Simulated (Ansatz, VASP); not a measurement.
## Cross-check of TePbSe (1T-PbSeTe, 1 layer) between VASP and Ansatz

One calculation is typed for both programs; each brings its own data sets. How far apart do they land? The structure shown is the start of the Ansatz relaxation below; VASP solves that cell, so the two are compared at the walk's first step.

Method: plane waves, with VASP 6.6.1 beside it; single point at PBE, in Ansatz 0.2.0.

## Step 1: The structure

The cell holds 3 atoms: 1 Te, 1 Pb and 1 Se. Its edges and angles: a = 3.750 Å, b = 3.750 Å, c = 19.953 Å, α = 90.0°, β = 90.0°, γ = 120.0°. Vacuum lies along c.

## Step 2: Ansatz: relaxation, PBE

Ansatz runs on its default PAW (the set named soft_2) files.

The two programs are compared at the cell with which this relaxation starts, whose forces are those of its first step.

input.yaml

```yaml
crystal:
  lattice:
    - [3.749942, 0.0, 0.0]
    - [-1.874971, 3.2475450347, 0.0]
    - [0.0, 0.0, 19.9533331033]
  atoms:
    - { symbol: Te, position: [0.6666666667, 0.3333333333, 0.4259939909] }
    - { symbol: Pb, position: [0.0, 0.0, 0.5080150909] }
    - { symbol: Se, position: [0.3333333333, 0.6666666667, 0.5740060091] }
kpoints:
  mp_grid: { grid: [12, 12, 1] }
hamiltonian:
  xc: pbe
scf:
  occupations: { method: fermi_dirac, width: 0.05 }
  convergence: { dr2_threshold: 1.0e-08 }
efield:
  axis: 3
  dipole_correction: true
  ramp_position: 0.97
  ramp_width: 0.04
relax:
  f_tol: 0.01
  cell: { fix: [c, alpha, beta] }
output:
  write_potential: true
  write_density: true
  volumetric_format: npy
```

Launch:

```sh
$ ansatz run input.yaml --threads 4 --pin off --max-ram 8192MiB --backend cpu --events-out ev --progress --plain --runs-dir out
```

Numbers of over 12 decimals in the logs are rounded to 6 here.

The program printed:

```text
Warning: relax.cell: scf.convergence.dr2_threshold = 1e-8 eV is looser than the 3e-10 eV advised for a relaxation that steers and ends on the stress (1e-10 eV for each atom of the cell: 3). What an SCF threshold leaves in a stress goes as its square root, and in the free energy as the threshold itself, and one threshold admits the most on a small cell: [figures from the program's tests cut] Set scf.convergence.dr2_threshold to 3e-10 eV or tighter. The threshold is an SCF's pass mark: one that does not reach it within its budget of iterations ends unconverged, or closes short of it on a stop that the run arms, and scf.convergence.dr2_threshold's page says what that costs each kind of run
Engine: ansatz 0.2.0, aarch64-unknown-linux-gnu
Pseudopotentials: kind: paw
Pseudopotential: Te, paw, valence charge 16, recommended cutoff 420 eV (normal), Te.paw.azcp
Pseudopotential: Pb, paw, valence charge 14, recommended cutoff 420 eV (normal), Pb.paw.azcp
Pseudopotential: Se, paw, valence charge 16, recommended cutoff 420 eV (normal), Se.paw.azcp
Functional definition: PBE
  parameter kappa = 0.804
  parameter beta = 0.066725
  exchange = pbe_x(kappa = kappa, mu = beta*pi^2/3)
  correlation = pbe_c(beta = beta)
Crystal: 3 atoms, lattice volume = 242.994 Å³
Basis set: ecut = 420 eV, 4735 PW (Γ), exchange–correlation on 54×54×270 points (8 copies of the dense FFT grid, shifted against one another)
Bands: 28, of which v1, the nominal top of the filled ones, is band 23 counted from 1 (22 counted from 0)
Symmetry: 6 space group operations
Space group: P3m1 (ITA 156), of the structure as read, at distance tolerance 6.2e-5 Å
k-points: 19 of 144 (time reversal used)
Non-local potential: Te, projectors of the file, l = 0: 2, l = 1: 2, l = 2: 2, l = 3: 2
Non-local potential: Pb, projectors of the file, l = 0: 2, l = 1: 2, l = 2: 2, l = 3: 2
Non-local potential: Se, projectors of the file, l = 0: 2, l = 1: 2, l = 2: 3, l = 3: 1
PAW form: soft (Blöchl's): semilocal exchange-correlation on the pseudo side does not see the compensation charge
PAW one-centre angular grid: Te, 590 points (default); XC on 64 Gauss nodes
PAW one-centre angular grid: Pb, 590 points (default); XC on 64 Gauss nodes
PAW one-centre angular grid: Se, 590 points (default); XC on 64 Gauss nodes
Initial density: superposition of atomic densities (neutral atoms: chi_scale 0, normalization atom), corrected by the library's trained network
Initial wavefunctions: pseudopotential atomic-orbital guess
Functional: x = pbe(κ = 0.804, μ = 0.219515), c = pbe(β = 0.066725)
SCF iter   1: F=—  HF=-24352.802278 eV  |F-HF|=—  |Δ(HF+E_count)|=         —  Δρ=1.43e-3  dr2=9.81e-3  ethr=1.77e-3  p=-0.017 e·Å  D=-1.26e-2 V/Å  ΔV_dip=0.25 eV  dr2_dipole=1.12e-3  V_vac-E_F(+/−)=5.22/4.97 eV  ⟨swp⟩=11.6  Hψ=3355  notcnv=0
efield: sawtooth ramp at fractional position 0.9700 (set: `efield.ramp_position`, or a place that a band, a saddle search or an elastic batch's reference lends), width 0.0400; the density the first Hamiltonian is built on has a dipole p = -0.017 e·Å; the dipole correction subtracts the counter field D = -1.26e-2 V/Å, which shifts the + side's vacuum level by +0.25 eV against the − side's; the planar-averaged density in the ramp window peaks in size at 1.1e-5 e/Å³
preconditioner: auto → LDOS  [metal: Δε(μ)=0.109 eV  Ē_g=14.623 eV  σ=0.050 eV  W_gap=0.43  n_scr=42 (ndim 8)  ℏωp=12.1 eV  f_vac=0.670  D(μ)=1.01/eV (n_scr^D=4)  β→1.0]
SCF iter   2: F=—  HF=-24352.805391 eV  |F-HF|=—  |Δ(HF+E_count)|=   3.11e-3  Δρ=8.87e-4  dr2=7.00e-3  ethr=2.13e-5  p=-0.009 e·Å  D=-6.40e-3 V/Å  ΔV_dip=0.13 eV  dr2_dipole=9.58e-4  V_vac-E_F(+/−)=5.22/5.09 eV  ⟨swp⟩=3.2  Hψ=1241  notcnv=0  defer=4
SCF iter   3: F=—  HF=-24352.804071 eV  |F-HF|=—  |Δ(HF+E_count)|=   1.32e-3  Δρ=3.25e-4  dr2=4.91e-4  ethr=1.52e-5  p=-0.014 e·Å  D=-1.08e-2 V/Å  ΔV_dip=0.21 eV  dr2_dipole=2.50e-5  V_vac-E_F(+/−)=5.20/4.98 eV  ⟨swp⟩=2.2  Hψ=965  notcnv=0  defer=4
SCF iter   4: F=—  HF=-24352.804001 eV  |F-HF|=—  |Δ(HF+E_count)|=   6.94e-5  Δρ=5.98e-5  dr2=1.05e-5  ethr=1.07e-6  p=-0.014 e·Å  D=-1.03e-2 V/Å  ΔV_dip=0.20 eV  dr2_dipole=6.17e-8  V_vac-E_F(+/−)=5.20/4.99 eV  ⟨swp⟩=2.1  Hψ=915  notcnv=0  defer=4
SCF iter   5: F=—  HF=-24352.804023 eV  |F-HF|=—  |Δ(HF+E_count)|=   2.21e-5  Δρ=1.99e-5  dr2=1.59e-6  ethr=2.29e-8  p=-0.014 e·Å  D=-1.02e-2 V/Å  ΔV_dip=0.20 eV  dr2_dipole=1.06e-7  V_vac-E_F(+/−)=5.20/4.99 eV  ⟨swp⟩=2.9  Hψ=999  notcnv=0  defer=4
[...]
Initial wavefunctions: pseudopotential atomic-orbital guess (no wavefunctions were taken with the density)
iter 1 solved again at ethr=7.56e-7 eV; its pass at ethr=3.10e-3 eV (dr2=3.48e-4 eV) is discarded
SCF iter   1: F=—  HF=-24355.281733 eV  |F-HF|=—  |Δ(HF+E_count)|=         —  Δρ=4.14e-4  dr2=1.55e-5  ethr=7.56e-7  p=-0.024 e·Å  D=-1.63e-2 V/Å  ΔV_dip=0.32 eV  dr2_dipole=1.65e-9  V_vac-E_F(+/−)=5.63/5.30 eV  ⟨swp⟩=3.3  Hψ=4095  notcnv=0
efield: sawtooth ramp at fractional position 0.9700 (set: `efield.ramp_position`, or a place that a band, a saddle search or an elastic batch's reference lends), width 0.0400; the density the first Hamiltonian is built on has a dipole p = -0.024 e·Å; the dipole correction subtracts the counter field D = -1.63e-2 V/Å, which shifts the + side's vacuum level by +0.32 eV against the − side's; the planar-averaged density in the ramp window peaks in size at 6.3e-6 e/Å³
preconditioner: auto → LDOS  [metal: Δε(μ)=0.082 eV  Ē_g=12.966 eV  σ=0.050 eV  W_gap=0.39  n_scr=42 (ndim 8)  ℏωp=11.5 eV  f_vac=0.623  D(μ)=3.46/eV (n_scr^D=8)  β→1.0]
SCF iter   2: F=—  HF=-24355.295254 eV  |F-HF|=—  |Δ(HF+E_count)|=   1.35e-2  Δρ=2.20e-5  dr2=3.64e-6  ethr=3.36e-8  p=-0.025 e·Å  D=-1.65e-2 V/Å  ΔV_dip=0.33 eV  dr2_dipole=2.90e-8  V_vac-E_F(+/−)=5.64/5.31 eV  ⟨swp⟩=3.3  Hψ=1115  notcnv=0
SCF iter   3: F=—  HF=-24355.295261 eV  |F-HF|=—  |Δ(HF+E_count)|=   7.09e-6  Δρ=1.12e-5  dr2=4.56e-7  ethr=7.90e-9  p=-0.024 e·Å  D=-1.64e-2 V/Å  ΔV_dip=0.33 eV  dr2_dipole=1.53e-9  V_vac-E_F(+/−)=5.63/5.31 eV  ⟨swp⟩=2.5  Hψ=980  notcnv=0
SCF iter   4: F=—  HF=-24355.295280 eV  |F-HF|=—  |Δ(HF+E_count)|=   1.89e-5  Δρ=4.34e-6  dr2=1.28e-7  ethr=9.92e-10  p=-0.024 e·Å  D=-1.63e-2 V/Å  ΔV_dip=0.33 eV  dr2_dipole=1.64e-8  V_vac-E_F(+/−)=5.63/5.30 eV  ⟨swp⟩=2.2  Hψ=1010  notcnv=0
SCF iter   5: F=—  HF=-24355.295280 eV  |F-HF|=—  |Δ(HF+E_count)|=   2.82e-7  Δρ=1.31e-6  dr2=1.42e-8  ethr=2.79e-10  p=-0.024 e·Å  D=-1.63e-2 V/Å  ΔV_dip=0.32 eV  dr2_dipole=3.11e-9  V_vac-E_F(+/−)=5.63/5.30 eV  ⟨swp⟩=2.0  Hψ=955  notcnv=0
SCF iter   6: F=-24355.295280 eV  HF=-24355.295280 eV  |F-HF|=4.74e-8  |Δ(HF+E_count)|=   3.86e-7  Δρ=7.06e-7  dr2=5.83e-9  ethr=2.17e-11  p=-0.024 e·Å  D=-1.63e-2 V/Å  ΔV_dip=0.32 eV  dr2_dipole=9.89e-10  V_vac-E_F(+/−)=5.63/5.30 eV  ⟨swp⟩=12.2  Hψ=3666  notcnv=0
SCF 14 converged in 6 iterations: F = -24355.295280 eV  dr2 = 5.83e-9
relax step  14: F+E_penalty+E_count = -24355.29528004 eV  Δ(F+E_penalty+E_count) = -9.755e-4 eV  max|allowed force component| = 1.080e-3 eV/Å  Δτ_max = 0.0000 Å  P = -0.002 GPa  Ω = 270.711 Å³  fix = [c, alpha, beta]  reactions: c +0.002 GPa  stress off target by 3.62e-3 GPa on what of the cell is left free  SCF on the basis re-selected at this cell (its energy is not comparable with the rows above)  (6 SCF iters)
basis re-selected at this cell: Δ(F+E_penalty+E_count) = -9.755e-4 eV, ΔP = -0.003 GPa vs the last step (what re-selecting the basis moved, of the pressure what is left beyond the Pulay correction that the steps carried, after the strain that the cell walked since its last selection, with what the two solves' SCF thresholds leave and, on support functions, any second-order correction that the steps lacked; it is no m [...]
WARN: The input density's exchange-correlation potential varies sharply where the density is thin. Do not read a vacuum level from v_tot or v_xc, or from such a field of the output density. On a cell that repeats whose density bears no net charge and no dipole along the vacuum's axis use v_es (v_loc + v_h of the components); under efield.dipole_correction with no amplitude use v_es + v_field, which holds any external [...]
SCF converged after 6 iterations
Free energy (F): -24355.295280 eV
Harris-Foulkes:  -24355.295280 eV  (|F-HF|=4.74e-8)
Internal energy: -24355.266644 eV  (E = F + TS)
E sigma→0 (E₀):  -24355.280962 eV
Entropy (-TS):   -0.028636 eV (-9.545 meV/atom)
Fermi energy:    -0.835015 eV
Dipole field:    D = -0.016320 V/Å  (p = -0.024416 e·Å, saw-weighted, corrected)
Work function:   Φ+ = 5.6299 eV   Φ− = 5.3043 eV
Levels:          The Fermi level and band energies are counted from a zero that moves with the ramp; work functions are not
--- Per-component energies (eV) ---
  E_band       = -1115.528985
  E_kinetic    = 585.558907
  E_local      = -27884.793780  (includes V_loc(G=0)·N_el)
  E_nonlocal   = -555.210382
  E_hartree    = 13784.396037
  E_xc         = -446.718925
  E_vxc        = -331.379491  (∫ρ·V_xc dr)
  E_paw        = -16981.016656  (= ΣΔE_a)
  E_vpaw       = -498.676996  (= ΣTr[D̂ρ^β])
  E_aug_tail   = -0.000730  (compensation charges beyond the density's cutoff)
  E_efield     = 0.000199  (sawtooth field / dipole correction)
  E_vefield    = 0.183161  (∫n·V_field dr)
  E_ewald      = 7142.518686
  E_smearing   = -0.028636  (= −TS)
  E_closure    = 0.000000  (closes the sum)
  Σ components = -24355.295280   (vs F -24355.295280, Δ=0.00e0)
--- Forces (eV/Å), atoms counted from 1 ---
  atom   1  Te     0.00000000    -0.00000000    -0.00096972
  atom   2  Pb     0.00000000    -0.00000000    -0.00010553
  atom   3  Se    -0.00000000     0.00000000     0.00108276
  max |Σ_I F_I| component: 7.51e-6 eV/Å
--- Stress (GPa, compression-positive) ---
       -0.003625      -0.000000       0.000000
       -0.000000      -0.003625      -0.000000
        0.000000      -0.000000       0.002333
  P = ⅓ Tr σ = -0.0016 GPa (-0.016 kbar)
--- Band table (eV; the first three rows and the last of 19) ---
  k-point 0: bands = [... 19 lower, -1.3661, -1.3661, -0.6082, -0.0237, -0.0237, 2.4025, 3.5673, 3.5673, ... 1 higher]
  k-point 1: bands = [... 19 lower, -1.8842, -1.4604, -0.6679, -0.1455, -0.1068, 2.7102, 3.2133, 3.6491, ... 1 higher]
  k-point 2: bands = [... 19 lower, -2.4872, -1.7020, -1.5216, -0.3093, -0.0864, 2.5145, 3.4864, 3.7978, ... 1 higher]
  k-point 18: bands = [... 19 lower, -3.8304, -3.7992, -2.3312, -1.8044, -1.1074, 2.6232, 2.6919, 4.0881, ... 1 higher]
--- Relaxed structure (13 steps of the walk, 13 accepted, 1 SCFs on fresh bases) ---
  F+E_penalty+E_count = -24355.29528004 eV   max|allowed force component| = 1.080e-3 eV/Å   (the final SCF, on the basis selected at the relaxed cell)
  cell:  # Å, volume = 270.7107 Å³
    - [3.958036, 7.701010359068537e-18, 0]
    - [-1.979018, 3.427759, 0]
    - [0, 0, 19.9533331033]
  atoms:
    - { symbol: Te, position: [0.666667, 0.333333, 0.397776] }
    - { symbol: Pb, position: [3.2413761970057904e-18, 0, 0.513502] }
    - { symbol: Se, position: [0.333333, 0.666667, 0.596737] }
```

## Step 3: VASP: single point, PBE, start cell

The same cell, functional, mesh and smearing now go to VASP, with its own data sets.

Lines of VASP's logs that name or quote its potential files are left out, and so is its time.

INCAR

```
SYSTEM = TePbSe
PREC = Accurate
ENCUT = 400
EDIFF = 1E-06
NELM = 120
ISMEAR = -1
SIGMA = 0.05
LREAL = .FALSE.
ALGO = Normal
GGA = PE
NBANDS = 19
LORBIT = 11
LWAVE = .FALSE.
LCHARG = .FALSE.
ISIF = 2
LDIPOL = .TRUE.
IDIPOL = 3
DIPOL = 0.5 0.5 0.503
LVHAR = .TRUE.
LASPH = .TRUE.
GGA_COMPAT = .FALSE.
NELMDL = -8
```

POSCAR

```
TePbSe
1.0
    3.7499420000      0.0000000000      0.0000000000
   -1.8749710000      3.2475450000      0.0000000000
    0.0000000000      0.0000000000     19.9533330000
Te Pb Se
1 1 1
Direct
    0.6666666667      0.3333333333      0.4259939931
    0.0000000000      0.0000000000      0.5080150770
    0.3333333333      0.6666666667      0.5740060069
```

KPOINTS

```
Automatic mesh
0
Gamma
12 12 1
0 0 0
```

Potentials, in the order of the species: Te, Pb_d and Se (PBE family, release 64).

Launch:

```sh
$ mpirun -np 1 vasp_std
```

The program printed:

```text
[banner, memory and clock lines left out]
running    1 mpi-ranks, on    1 nodes
 distrk:  each k-point on    1 cores,    1 groups
 distr:  one band on    1 cores,    1 groups

 POSCAR found type information on POSCAR TePbSe
 POSCAR found :  3 types and       3 ions
 LDA part: xc-table for (Slater+PW92), standard interpolation
 POSCAR, INCAR and KPOINTS ok, starting setup
 FFT: planning ... GRIDC
 FFT: planning ... GRID_SOFT
 FFT: planning ... GRID
 WAVECAR not read
 entering main loop
       N       E                     dE             d eps       ncg     rms          rms(c)
DAV:   1     0.216930831142E+03    0.21693E+03   -0.92606E+03   754   0.874E+02
DAV:   2     0.116206923707E+02   -0.20531E+03   -0.20171E+03   907   0.262E+02
DAV:   3    -0.715838189511E+01   -0.18779E+02   -0.18580E+02   915   0.997E+01
DAV:   4    -0.781750747542E+01   -0.65913E+00   -0.65665E+00  1026   0.244E+01
DAV:   5    -0.783364737401E+01   -0.16140E-01   -0.16139E-01  1079   0.308E+00
DAV:   6    -0.783377413308E+01   -0.12676E-03   -0.12676E-03  1053   0.251E-01
DAV:   7    -0.783377906572E+01   -0.49326E-05   -0.49326E-05  1112   0.462E-02
DAV:   8    -0.783377910564E+01   -0.39918E-07   -0.39936E-07   831   0.418E-03    0.883E+00
DAV:   9    -0.758672742427E+01    0.24705E+00   -0.46646E-01  1040   0.985E+00    0.539E+00
DAV:  10    -0.755606406897E+01    0.30663E-01   -0.38819E-01   943   0.562E+00    0.804E-01
DAV:  11    -0.754783425410E+01    0.82298E-02   -0.69969E-02   929   0.235E+00    0.389E-01
DAV:  12    -0.754586087562E+01    0.19734E-02   -0.11394E-02   986   0.124E+00    0.150E-01
DAV:  13    -0.754583623742E+01    0.24638E-04   -0.19251E-03   976   0.350E-01    0.492E-02
DAV:  14    -0.754584803737E+01   -0.11800E-04   -0.19345E-04   977   0.118E-01    0.414E-02
[...]
DAV:  18    -0.754598380560E+01   -0.32642E-04   -0.44096E-06   784   0.653E-03    0.427E-03
DAV:  19    -0.754601817324E+01   -0.34368E-04   -0.37287E-06   657   0.616E-03    0.127E-03
DAV:  20    -0.754602063462E+01   -0.24614E-05   -0.14138E-07   865   0.287E-03    0.855E-04
DAV:  21    -0.754602441273E+01   -0.37781E-05   -0.11891E-07   746   0.194E-03    0.795E-04
DAV:  22    -0.754602918536E+01   -0.47726E-05   -0.21166E-07   794   0.226E-03    0.474E-04
DAV:  23    -0.754603046430E+01   -0.12789E-05   -0.38982E-08   827   0.950E-04    0.198E-04
DAV:  24    -0.754603260388E+01   -0.21396E-05   -0.54323E-08   714   0.640E-04    0.192E-04
DAV:  25    -0.754603312744E+01   -0.52356E-06   -0.70352E-09   786   0.398E-04
   1 F= -.75460331E+01 E0= -.75415673E+01  d E =-.893169E-02
```

[end of part 1 of 2]

[Lines on the potential files, build, host, timing and source positions are cut from VASP's logs without a mark.]

[Logs are printed without paths, hosts, clocks, repeated set-up lines and the standing remarks that a program may print on its own settings, such as how far it seeks lower states.]

[Hosts, paths, dates, database ids (printed as entryN), source tags and the programs' standing remarks are cut or masked in the printed files.]
